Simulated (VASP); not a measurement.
Computed with r2SCAN meta-GGA, VASP's PBE PAW potentials (set 64) (plane waves; VASP).

A VASP calculation is set up with these files.

### INCAR
```
SYSTEM = Zr
PREC = Accurate
ENCUT = 480
EDIFF = 1E-6
NELM = 100
ALGO = Normal
LREAL = .FALSE.
LASPH = .TRUE.
ISMEAR = 1
SIGMA = 0.1
METAGGA = R2SCAN
LMIXTAU = .TRUE.
LMAXMIX = 4
LWAVE = .FALSE.
LCHARG = .FALSE.
IBRION = 2
ISIF = 3
NSW = 60
EDIFFG = -0.01
```

POSCAR:
```
Zr
1
    3.2300000000     0.0000000000     0.0000000000
   -1.6150000000     2.7972620000     0.0000000000
    0.0000000000     0.0000000000     5.1500000000
Zr
2
Direct
  0.6666670000   0.3333330000   0.7500000000
  0.3333330000   0.6666670000   0.2500000000
```

File KPOINTS:
```
kpoints
0
Gamma
  12 12 7
0 0 0
```

POTCAR, in this order: Zr_sv (PBE.64 set). Program: vasp_std.

Q: What does the run give for the energy per atom (σ→0), volume per atom, band gap (on the k-mesh)?

A: 
```
Property                                                     Value
------------------------  ----------------------------------------
energy per atom (σ→0)                              -22749 meV/atom
band gap (on the k-mesh)  none (metal, semimetal or under 0.01 eV)
volume per atom                                      23.53 Å³/atom
```

### OSZICAR
```
...
DAV:   1    -0.454997496402E+02   -0.14163E-03   -0.10393E-02  2440   0.978E-01    0.683E-02
DAV:   2    -0.454995999345E+02    0.14971E-03   -0.39853E-04  2856   0.148E-01    0.327E-02
DAV:   3    -0.454996213185E+02   -0.21384E-04   -0.95673E-05  2872   0.976E-02    0.776E-03
DAV:   4    -0.454996198567E+02    0.14618E-05   -0.17163E-05  3312   0.335E-02    0.344E-03
DAV:   5    -0.454996249513E+02   -0.50946E-05   -0.67817E-06  2624   0.244E-02    0.231E-03
DAV:   6    -0.454996227879E+02    0.21634E-05   -0.18287E-06  1776   0.129E-02    0.761E-04
DAV:   7    -0.454996225611E+02    0.22682E-06   -0.16880E-07  1304   0.409E-03
   6 F= -.45499623E+02 E0= -.45498889E+02  d E =-.990090E-04
```

The compound is Zr in the hcp structure. This run relaxes it. Symmetry was kept, so distortions that lower it aren't found.
